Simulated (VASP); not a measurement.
Here is a VASP 6.6.1 calculation.

POSCAR

```
Be3ZnTe4
1.0
   -2.9004200000      2.9004200000      5.7844800000
    2.9004200000     -2.9004200000      5.7844800000
    2.9004200000      2.9004200000     -5.7844800000
Be Zn Te
3 1 4
Direct
    0.5000000000      0.5000000000      0.0000000000
    0.7500000000      0.2500000000      0.5000000000
    0.2500000000      0.7500000000      0.5000000000
    0.0000000000      0.0000000000      0.0000000000
    0.1336510000      0.1336510000      0.5282340000
    0.6054180000      0.6054180000      0.4717660000
    0.8663490000      0.3945820000      0.0000000000
    0.3945820000      0.8663490000      0.0000000000
```

The input INCAR.step1:

```
SYSTEM = Be3ZnTe4
  ALGO = Normal
  EDIFF = 1E-8
  EDIFFG = -0.002
  ENCUT = 520
  GGA = PE
  IBRION = 2
  ISIF = 3
  ISMEAR = 0
  KPAR = 8
  LASPH = .True.
  LCHARG = .False.
  LREAL = .False.
  LWAVE = .False.
  NELM = 80
  NSW = 40
  PREC = Accurate
  SIGMA = 0.03
```

The input INCAR.step2:

```
SYSTEM = Be3ZnTe4
  ALGO = Normal
  EDIFF = 1E-8
  ENCUT = 520
  GGA = PE
  IBRION = 6
  ISIF = 3
  ISMEAR = 0
  KPAR = 8
  LASPH = .True.
  LCHARG = .False.
  LREAL = .False.
  LWAVE = .False.
  NELM = 80
  NFREE = 2
  NSW = 1
  POTIM = 0.015
  PREC = Accurate
  SIGMA = 0.03
```

Contents of KPOINTS:

```
k-points
0
Gamma
  4 4 4
  0 0 0
```

Potentials or basis: VASP PAW PBE potentials, release 64 (Be, Zn, Te).

Run with:

```console
$ cat potpaw_PBE.64/Be/POTCAR potpaw_PBE.64/Zn/POTCAR potpaw_PBE.64/Te/POTCAR > POTCAR
$ cp INCAR.step1 INCAR
$ mpirun -np 8 vasp_std > vasp.out
$ cp CONTCAR POSCAR
$ cp INCAR.step2 INCAR
$ mpirun -np 8 vasp_std > vasp.out
```

What does it give for the elastic constants C11, C12, C44?

86, 37, 43 GPa.

Estimate the Voigt bulk modulus.

53 GPa.

What does it give for the highest phonon frequency at Γ, LO-TO splitting left out?

491 cm⁻¹.

Phonon frequencies in cm⁻¹ (negative: imaginary):
```
              q point                                                                             frequencies
(0.000, 0.000, 0.000)  0 0 0 80 80 96 108 108 116 130 137 150 181 181 189 378 400 400 428 428 438 445 445 491
```

Caveat: the k mesh is coarse (spacing up to 0.38 Å⁻¹), so the values aren't converged. The run has no spin-orbit coupling, so splittings on Te are missing.
